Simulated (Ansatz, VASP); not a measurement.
# PtS2: VASP beside Ansatz

One calculation is typed for both programs; each brings its own data sets and cutoff. How far apart do they land?

Program: Ansatz 0.2.0. Level of theory: plane waves, with VASP 6.6.1 beside it; band structure at PBE and single point at PBE. Results are calculated unless marked as measured.

**1. Set-up**

The cell holds 3 atoms: 1 Pt and 2 S. Its edges and angles: a = 3.621 Å, b = 3.621 Å, c = 11.000 Å, α = 90.0°, β = 90.0°, γ = 120.0°. Vacuum lies along c.

Structure file:

```xyz
3
Lattice="3.6207 0.0000 0.0000 -1.8104 3.1356 0.0000 0.0000 0.0000 11.0000" Properties=species:S:1:pos:R:3
Pt    0.0000    0.0000    5.5000
S     0.0000    2.0904    6.7005
S     1.8104    1.0452    4.2995
```

**2. VASP: band structure, PBE**

The same path points are solved in both programs, so levels can be compared one by one.

Lines of VASP's logs that name or quote its potential files are left out, and so is its time.

The input, INCAR:

```
SYSTEM = PtS2
PREC = Accurate
ENCUT = 300
EDIFF = 1E-08
NELM = 100
ISMEAR = 0
SIGMA = 0.01
LREAL = .FALSE.
ALGO = Normal
GGA = PE
NBANDS = 17
LASPH = .TRUE.
LORBIT = 11
LWAVE = .TRUE.
LCHARG = .FALSE.
KPAR = 8
```

The input, POSCAR:

```
PtS2
1.0
    3.6207302000      0.0000000000      0.0000000000
   -1.8103651000      3.1356443334      0.0000000000
    0.0000000000      0.0000000000     11.0000000000
Pt S
1 2
Direct
    0.0000000000      0.0000000000      0.5000000000
    0.3333333333      0.6666666667      0.6091362704
    0.6666666667      0.3333333333      0.3908637296
```

The input, KPOINTS:

```
Automatic mesh
0
Gamma
9 9 1
0 0 0
```

The input, KPOINTS_OPT:

```
Line mode
12
Line-mode
Reciprocal
  0.00000000   0.00000000   0.00000000 GAMMA
  0.50000000   0.00000000   0.00000000 M

  0.50000000   0.00000000   0.00000000 M
  0.33333333   0.33333333   0.00000000 K

  0.33333333   0.33333333   0.00000000 K
  0.00000000   0.00000000   0.00000000 GAMMA

  0.00000000   0.00000000   0.00000000 GAMMA
  0.00000000   0.00000000   0.50000000 A

  0.00000000   0.00000000   0.50000000 A
  0.50000000   0.00000000   0.50000000 L

  0.50000000   0.00000000   0.50000000 L
  0.33333333   0.33333333   0.50000000 H

  0.33333333   0.33333333   0.50000000 H
  0.00000000   0.00000000   0.50000000 A

  0.50000000   0.00000000   0.50000000 L
  0.50000000   0.00000000   0.00000000 M

  0.33333333   0.33333333   0.00000000 K
  0.33333333   0.33333333   0.50000000 H
```

Potentials, in the order of the species: Pt_GW and S_GW (PBE family, release 64).

Started as:

```console
> mpirun -np 8 vasp_std
```

Numbers of over 12 decimals in the logs are rounded to 6 here.

What it wrote:

```text
[banner, memory and clock lines left out]
running    8 mpi-ranks, on    1 nodes
 distrk:  each k-point on    1 cores,    8 groups
 distr:  one band on    1 cores,    1 groups

 POSCAR found type information on POSCAR PtS
 POSCAR found :  2 types and       3 ions
|                                                                             |
|           W    W    AA    RRRRR   N    N  II  N    N   GGGG   !!!           |
|           W    W   A  A   R    R  NN   N  II  NN   N  G    G  !!!           |
|           W    W  A    A  R    R  N N  N  II  N N  N  G       !!!           |
|           W WW W  AAAAAA  RRRRR   N  N N  II  N  N N  G  GGG   !            |
|           WW  WW  A    A  R   R   N   NN  II  N   NN  G    G                |
|           W    W  A    A  R    R  N    N  II  N    N   GGGG   !!!           |
|                                                                             |
|     For optimal performance we recommend to set                             |
|       NCORE = 2 up to number-of-cores-per-socket                            |
|     NCORE specifies how many cores store one orbital (NPAR=cpu/NCORE).      |
|     This setting can greatly improve the performance of VASP for DFT.       |
|     The default, NCORE=1 might be grossly inefficient on modern             |
|     multi-core architectures or massively parallel machines. Do your        |
|     Unfortunately you need to use the default for GW and RPA                |
|     calculations (for HF NCORE is supported but not extensively tested      |
|     yet).                                                                   |
|                                                                             |

 LDA part: xc-table for (Slater+PW92), standard interpolation
 POSCAR, INCAR and KPOINTS ok, starting setup
 FFT: planning ... GRIDC
 FFT: planning ... GRID_SOFT
 FFT: planning ... GRID
 WAVECAR not read
 entering main loop
       N       E                     dE             d eps       ncg     rms          rms(c)
DAV:   1     0.947801327712E+02    0.94780E+02   -0.72475E+03   623   0.764E+02
DAV:   2    -0.818960727832E+01   -0.10297E+03   -0.99594E+02   646   0.209E+02
DAV:   3    -0.163498819872E+02   -0.81603E+01   -0.80758E+01   592   0.557E+01
DAV:   4    -0.168365433295E+02   -0.48666E+00   -0.48592E+00   656   0.138E+01
DAV:   5    -0.168557913237E+02   -0.19248E-01   -0.19243E-01   600   0.233E+00    0.142E+01
DAV:   6    -0.157119315703E+02    0.11439E+01   -0.79411E+00   704   0.312E+01    0.949E+00
DAV:   7    -0.154456119915E+02    0.26632E+00   -0.15639E+00   664   0.146E+01    0.376E+00
DAV:   8    -0.154326657037E+02    0.12946E-01   -0.11006E-01   576   0.237E+00    0.971E-01
DAV:   9    -0.154278380783E+02    0.48276E-02   -0.21619E-02   616   0.165E+00    0.206E-01
DAV:  10    -0.154283639000E+02   -0.52582E-03   -0.32414E-03   502   0.473E-01    0.484E-02
DAV:  11    -0.154284546318E+02   -0.90732E-04   -0.29186E-04   720   0.121E-01    0.219E-02
DAV:  12    -0.154284960274E+02   -0.41396E-04   -0.30798E-05   536   0.431E-02    0.542E-03
DAV:  13    -0.154285061643E+02   -0.10137E-04   -0.38388E-06   624   0.135E-02    0.391E-03
DAV:  14    -0.154285347699E+02   -0.28606E-04   -0.55449E-06   502   0.983E-03    0.158E-03
DAV:  15    -0.154285432063E+02   -0.84364E-05   -0.10210E-06   536   0.337E-03    0.177E-03
DAV:  16    -0.154285468340E+02   -0.36277E-05   -0.85110E-07   516   0.300E-03    0.538E-04
DAV:  17    -0.154285471637E+02   -0.32976E-06   -0.70039E-08   592   0.142E-03    0.313E-04
DAV:  18    -0.154285471683E+02   -0.45127E-08   -0.74075E-09   440   0.944E-04
   1 F= -.15428547E+02 E0= -.15428547E+02  d E =-.108566E-41
 Start KPOINTS_OPT (optional k-point list driver)
k-point batch [1-12\108]
       N       E                     dE             ncg
DAV:   1    -0.460703358345E+02   -0.33409E+04      620
DAV:   2    -0.136893226907E+04   -0.13229E+04      632
DAV:   3    -0.147108514527E+04   -0.10215E+03      584
DAV:   4    -0.147634242916E+04   -0.52573E+01      640
DAV:   5    -0.147660370618E+04   -0.26128E+00      608
DAV:   6    -0.147665876767E+04   -0.55061E-01      768
DAV:   7    -0.147665956859E+04   -0.80092E-03      640
DAV:   8    -0.147665965760E+04   -0.89015E-04      712
DAV:   9    -0.147665966358E+04   -0.59751E-05      688
DAV:  10    -0.147665966366E+04   -0.83954E-07      624
DAV:  11    -0.147665966367E+04   -0.50645E-08      552
[...]
k-point batch [97-108\108]
       N       E                     dE             ncg
DAV:   1    -0.105749624823E+03   -0.75769E+04      616
DAV:   2    -0.142900558141E+04   -0.13233E+04      648
DAV:   3    -0.151627678042E+04   -0.87271E+02      608
DAV:   4    -0.152032521249E+04   -0.40484E+01      696
DAV:   5    -0.152051877373E+04   -0.19356E+00      672
DAV:   6    -0.152052934081E+04   -0.10567E-01      704
DAV:   7    -0.152053008942E+04   -0.74862E-03      696
DAV:   8    -0.152053010409E+04   -0.14667E-04      712
DAV:   9    -0.152053010496E+04   -0.87294E-06      680
DAV:  10    -0.152053010518E+04   -0.21681E-06      592
DAV:  11    -0.152053010518E+04   -0.22258E-08      520
 writing wavefunctions
```

Parts of OUTCAR (step 2):

```text
ion  position               nearest neighbor table
   1  0.000  0.000  0.500-   2 2.41   3 2.41   2 2.41   3 2.41   3 2.41   2 2.41
   2  0.333  0.667  0.609-   1 2.41   1 2.41   1 2.41
   3  0.667  0.333  0.391-   1 2.41   1 2.41   1 2.41

  LATTYP: Found a hexagonal cell.
 ALAT       =     3.6207302000
 C/A-ratio  =     3.0380612176

 Subroutine GETGRP returns: Found 12 space group operations
 (whereof 12 operations were pure point group operations)

The static configuration has the point symmetry D_3d.

 Found     12 irreducible k-points:

   k-points           NKPTS =     12   k-points in BZ     NKDIM =     12   number of bands    NBANDS=     17

   dimension x,y,z NGX =    20 NGY =   20 NGZ =   64
   dimension x,y,z NGXF=    40 NGYF=   40 NGZF=  128

   ENCUT  =  300.0 eV  22.05 Ry    4.70 a.u.   5.11  5.11 15.53*2*pi/ulx,y,z

   NELECT =      22.0000    total number of electrons

 k-points in reciprocal lattice and weights: Automatic mesh
   0.00000000  0.00000000  0.00000000       0.012
   0.11111111 -0.00000000  0.00000000       0.074
   0.22222222 -0.00000000  0.00000000       0.074
   0.33333333 -0.00000000  0.00000000       0.074
   0.44444444 -0.00000000  0.00000000       0.074
   0.11111111  0.11111111  0.00000000       0.074
   0.22222222  0.11111111  0.00000000       0.148
   0.33333333  0.11111111  0.00000000       0.148
   0.44444444  0.11111111  0.00000000       0.074
   0.22222222  0.22222222  0.00000000       0.074
   0.33333333  0.22222222  0.00000000       0.148
   0.33333333  0.33333333  0.00000000       0.025

 average (electrostatic) potential at core
       1 -87.9085       2 -95.4751       3 -95.4751

 E-fermi :  -0.9474

 k-point     1 :       0.0000    0.0000    0.0000
  band No.  band energies     occupation
    ...
      7      -3.8101      2.00000
      8      -1.7055      2.00000
      9      -1.5927      2.00000
     10      -1.3538      2.00000
     11      -1.3538      2.00000
     12       2.1404      0.00000
     13       2.1404      0.00000
     14       4.1607      0.00000
     15       4.9495      0.00000
     16       5.9726      0.00000
    ...

 k-point     2 :       0.1111   -0.0000    0.0000
  band No.  band energies     occupation
    ...
      7      -3.9300      2.00000
      8      -2.3575      2.00000
      9      -1.3707      2.00000
     10      -1.3016      2.00000
     11      -1.0587      2.00000
     12       1.4888      0.00000
     13       1.9559      0.00000
     14       4.4928      0.00000
     15       5.5157      0.00000
     16       6.0647      0.00000
    ...

 k-point     3 :       0.2222   -0.0000    0.0000
  band No.  band energies     occupation
    ...
      7      -4.1080      2.00000
      8      -2.9139      2.00000
      9      -1.4146      2.00000
     10      -1.2318      2.00000
     11      -1.0737      2.00000
     12       0.7192      0.00000
     13       1.7343      0.00000
     14       5.1594      0.00000
     15       5.4185      0.00000
     16       6.3506      0.00000
    ...

  Total       -1.0874268     -1.0874268     -0.0854933      0.0000000     -0.0000000     -0.0000000
  in kB      -13.9506668    -13.9506668     -1.0967989      0.0000000     -0.0000000     -0.0000000
  external PRESSURE =      -9.6660441 kB  Pullay stress =       0.0000000 kB

  energy-cutoff  :      300.00
  volume of cell :      124.89
      direct lattice vectors                 reciprocal lattice vectors
     3.620730200  0.000000000  0.000000000     0.276187383  0.159456860  0.000000000
    -1.810365100  3.135644333  0.000000000     0.000000000  0.318913720  0.000000000
     0.000000000  0.000000000 11.000000000     0.000000000  0.000000000  0.090909091

 POSITION                                       TOTAL-FORCE (eV/Angst)
 -----------------------------------------------------------------------------------
      0.00000      0.00000      5.50000         0.000000      0.000000      0.000000
     -0.00000      2.09043      6.70050         0.000000     -0.000000      0.031755
      1.81037      1.04521      4.29950        -0.000000      0.000000     -0.031755
 -----------------------------------------------------------------------------------
    total drift:                               -0.000000      0.000000      0.000000

  FREE ENERGIE OF THE ION-ELECTRON SYSTEM (eV)
  ---------------------------------------------------
  free  energy   TOTEN  =       -15.4285471683 eV

  energy  without entropy=      -15.4285471683  energy(sigma->0) =      -15.42854717

 total charge
# of ion       s       p       d       f       tot
--------------------------------------------------
    1        0.665   0.732   7.857   0.078   9.332
    2        1.359   2.240   0.066   0.000   3.665
    3        1.359   2.240   0.066   0.000   3.665
--------------------------------------------------
tot          3.383   5.211   7.989   0.078  16.661

[... 3 further parts left out ...]
```

**3. Ansatz: band structure, PBE**

Ansatz runs on its default PAW (the set named soft_2) files.

The same cell, functional, mesh and smearing now go to Ansatz, which takes its cutoff from its data sets.

The input, input.yaml:

```yaml
crystal:
  lattice:
    - [3.6207302, 0.0, 0.0]
    - [-1.8103651, 3.1356443334, 0.0]
    - [0.0, 0.0, 11.0]
  atoms:
    - { symbol: Pt, position: [0.0, 0.0, 0.5] }
    - { symbol: S, position: [0.3333333333, 0.6666666667, 0.6091362704] }
    - { symbol: S, position: [0.6666666667, 0.3333333333, 0.3908637296] }
hamiltonian:
  xc: pbe
  pseudopotentials: { kind: paw }
kpoints:
  mp_grid: { grid: [9, 9, 1] }
  band_path:
    path:
      - [0.0, 0.0, 0.0]
      - [0.13636, 0.0, 0.0]
      - [0.31818, 0.0, 0.0]
      - [0.5, 0.0, 0.0]
      - [0.4697, 0.06061, 0.0]
      - [0.40909, 0.18182, 0.0]
      - [0.34848, 0.30303, 0.0]
      - [0.30303, 0.30303, 0.0]
      - [0.18182, 0.18182, 0.0]
      - [0.15152, 0.15152, 0.0]
      - [0.06061, 0.06061, 0.0]
      - [0.0, 0.0, 0.0]
      - [0.0, 0.0, 0.18182]
      - [0.0, 0.0, 0.36364]
      - [0.0, 0.0, 0.5]
      - [0.13636, 0.0, 0.5]
      - [0.22727, 0.0, 0.5]
      - [0.31818, 0.0, 0.5]
      - [0.5, 0.0, 0.5]
      - [0.4697, 0.06061, 0.5]
      - [0.40909, 0.18182, 0.5]
      - [0.34848, 0.30303, 0.5]
      - [0.30303, 0.30303, 0.5]
      - [0.18182, 0.18182, 0.5]
      - [0.06061, 0.06061, 0.5]
      - [0.5, 0.0, 0.5]
      - [0.5, 0.0, 0.31818]
      - [0.5, 0.0, 0.13636]
      - [0.5, 0.0, 0.0]
      - [0.33333, 0.33333, 0.13636]
      - [0.33333, 0.33333, 0.31818]
      - [0.33333, 0.33333, 0.5]
    npoints: 1
scf:
  occupations: { method: gaussian, width: 0.01 }
  n_extra_bands: 7
output:
  forces: true
  eigenvalues: true
```

Started as:

```console
> ansatz run input.yaml --threads 2 --pin off --max-ram 4608MiB --backend cpu --events-out ev --progress --plain --runs-dir out
```

What it wrote:

```text
scf.n_extra_bands = 7 over 15 filled bands (N_el = 30.0): the run solves 22 bands
Engine: ansatz 0.2.0, aarch64-unknown-linux-gnu
Pseudopotentials: kind: paw
Pseudopotential: Pt, paw, valence charge 18, recommended cutoff 420 eV (normal), Pt.paw.azcp
Pseudopotential: S, paw, valence charge 6, recommended cutoff 420 eV (normal), S.paw.azcp
Functional definition: PBE
  parameter kappa = 0.804
  parameter beta = 0.066725
  exchange = pbe_x(kappa = kappa, mu = beta*pi^2/3)
  correlation = pbe_c(beta = beta)
Crystal: 3 atoms, lattice volume = 124.887 Å³
Basis set: ecut = 420 eV, 2401 PW (Γ), exchange–correlation on 50×50×150 points (8 copies of the dense FFT grid, shifted against one another)
Bands: 22, of which v1, the nominal top of the filled ones, is band 15 counted from 1 (14 counted from 0)
Symmetry: 12 space group operations
Space group: P-3m1 (ITA 164), of the structure as read, at distance tolerance 5.0e-5 Å
k-points: 12 of 81
Non-local potential: Pt, projectors of the file, l = 0: 3, l = 1: 2, l = 2: 2, l = 3: 1
Non-local potential: S, projectors of the file, l = 0: 2, l = 1: 2, l = 2: 2
PAW form: soft (Blöchl's): semilocal exchange-correlation on the pseudo side does not see the compensation charge
PAW one-centre angular grid: Pt, 590 points (default); XC on 64 Gauss nodes
PAW one-centre angular grid: S, 110 points (default); XC on 64 Gauss nodes
Initial density: superposition of atomic densities (neutral atoms: chi_scale 0, normalization atom), corrected by the library's trained network
Initial wavefunctions: pseudopotential atomic-orbital guess
Functional: x = pbe(κ = 0.804, μ = 0.219515), c = pbe(β = 0.066725)
SCF iter   1: F=—  HF=-14328.238504 eV  |F-HF|=—  |Δ(HF+E_count)|=         —  Δρ=1.87e-3  dr2=3.59e-3  ethr=1.77e-3  ⟨swp⟩=7.7  Hψ=1545  notcnv=0
preconditioner: auto → Resta (q_TF=auto, 2.151 Å⁻¹)  ε∞=3.0  [insulator: Δε(μ)=1.765 eV  Ē_g=10.949 eV  σ=0.010 eV  W_gap=1.00  n_scr=24 (ndim 8)  ℏωp=15.6 eV  f_vac=0.508  D(μ)=0.00/eV (n_scr^D=0)  ε∞_Penn≈3.0  vacuum switching on, ρ_ref=8.7e-3 e/Å³]
SCF iter   2: F=—  HF=-14328.240190 eV  |F-HF|=—  |Δ(HF+E_count)|=   1.69e-3  Δρ=1.03e-3  dr2=1.01e-3  ethr=1.20e-5  ⟨swp⟩=3.5  Hψ=720  notcnv=0  defer=19
SCF iter   3: F=—  HF=-14328.240438 eV  |F-HF|=—  |Δ(HF+E_count)|=   2.48e-4  Δρ=5.40e-4  dr2=5.41e-4  ethr=3.35e-6  ⟨swp⟩=3.0  Hψ=469  notcnv=0  defer=19
SCF iter   4: F=—  HF=-14328.240353 eV  |F-HF|=—  |Δ(HF+E_count)|=   8.56e-5  Δρ=1.39e-4  dr2=4.08e-5  ethr=1.80e-6  ⟨swp⟩=2.6  Hψ=383  notcnv=0  defer=19
SCF iter   5: F=—  HF=-14328.240353 eV  |F-HF|=—  |Δ(HF+E_count)|=   1.28e-7  Δρ=4.76e-5  dr2=4.41e-6  ethr=1.36e-7  ⟨swp⟩=2.0  Hψ=382  notcnv=0  defer=19
SCF iter   6: F=—  HF=-14328.240353 eV  |F-HF|=—  |Δ(HF+E_count)|=   6.15e-7  Δρ=1.80e-5  dr2=7.45e-7  ethr=1.47e-8  ⟨swp⟩=2.6  Hψ=396  notcnv=0  defer=19
SCF iter   7: F=-14328.240353 eV  HF=-14328.240353 eV  |F-HF|=6.46e-8  |Δ(HF+E_count)|=   1.02e-7  Δρ=5.90e-6  dr2=9.07e-8  ethr=3.33e-10  ⟨swp⟩=9.4  Hψ=1332  notcnv=0
SCF 1 converged in 7 iterations: F = -14328.240353 eV  dr2 = 9.07e-8
  greatest PAW one-centre occupation: 1.000 electrons in one spin orbital (limit 2), on the Pt atom at site 0 (counted from 0), in its partial waves of l = 0
NSCF: frozen V_eff on 32 k-points
SCF converged after 7 iterations
Free energy (F): -14328.240353 eV
Harris-Foulkes:  -14328.240353 eV  (|F-HF|=6.46e-8)
Internal energy: -14328.240353 eV  (E = F + TS)
E sigma→0 (E₀):  -14328.240353 eV
Fermi energy:    1.708721 eV
--- Per-component energies (eV) ---
  E_band       = -589.444231
  E_kinetic    = 847.709038
  E_local      = -9076.345807  (includes V_loc(G=0)·N_el)
  E_nonlocal   = 255.071815
  E_hartree    = 4078.892683
  E_xc         = -454.860346
  E_vxc        = -476.174683  (∫ρ·V_xc dr)
  E_paw        = -10653.722122  (= ΣΔE_a)
  E_vpaw       = -297.463933  (= ΣTr[D̂ρ^β])
  E_aug_tail   = 0.000192  (compensation charges beyond the density's cutoff)
  E_ewald      = 675.014195
  E_smearing   = -0.000000  (= −TS)
  E_closure    = -0.000000  (closes the sum)
  Σ components = -14328.240353   (vs F -14328.240353, Δ=0.00e0)
--- Forces (eV/Å), atoms counted from 1 ---
  atom   1  Pt     0.00000000     0.00000000     0.00000000
  atom   2  S      0.00000000    -0.00000000     0.03265473
  atom   3  S      0.00000000     0.00000000    -0.03265473
  max |Σ_I F_I| component: 1.62e-17 eV/Å
--- Band table (eV; the first three rows and the last of 12) ---
  k-point 0: bands = [... 11 lower, 0.1621, 0.2733, 0.5109, 0.5109, 4.0151, 4.0151, 6.0256, 6.7980, ... 3 higher]
  k-point 1: bands = [... 11 lower, -0.4910, 0.4956, 0.5641, 0.8086, 3.3615, 3.8295, 6.3574, 7.3651, ... 3 higher]
  k-point 2: bands = [... 11 lower, -1.0461, 0.4533, 0.6357, 0.7934, 2.5918, 3.6061, 7.0206, 7.2808, ... 3 higher]
  k-point 11: bands = [... 11 lower, -1.5856, -1.2570, 0.1153, 0.1153, 2.9892, 2.9892, 7.7225, 9.9240, ... 3 higher]
```

Elapsed: 4 s, on 2 threads of Arm Neoverse N1, shared host; peak memory 0.34 GiB.

[end of part 1 of 2]

[Lines on the potential files, build, host, timing and source positions are cut from VASP's logs without a mark.]

[Logs are printed without paths, hosts, clocks, repeated set-up lines and the standing remarks that a program may print on its own settings, such as how far it seeks lower states.]

[Hosts, paths, dates, database ids (printed as entryN), source tags and the programs' standing remarks are cut or masked in the printed files.]
